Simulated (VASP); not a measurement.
Consider the following.

```
CELL_PARAMETERS angstrom
      0.00000     3.16217     3.16217
      3.16217     0.00000     3.16217
      3.16217     3.16217     0.00000
ATOMIC_POSITIONS crystal
  Mg 0.25000 0.25000 0.25000
  Mg 0.75000 0.75000 0.75000
  Ge 0.00000 0.00000 0.00000
```

Level of theory: PBE GGA with D3 dispersion (zero damping), VASP's PBE PAW potentials (set 64) (plane waves; VASP). Settings: 520 eV cut-off, 6×6×6 Γ-centred mesh, Gaussian smearing of 0.050 eV, potentials Mg Ge_d.

Problem. Estimate the energy per atom (σ→0), band gap (on the k-mesh) with the smallest direct gap where there is one.

Solution. 
The band gap (on the k-mesh) is 0.11 eV and the smallest direct gap (on the k-mesh) is 1.20 eV. The energy per atom (σ→0) comes out as -290.0 kJ/mol of atoms.

The compound is Mg2Ge in the antifluorite structure. It was relaxed first. The start is the result of an earlier pass.
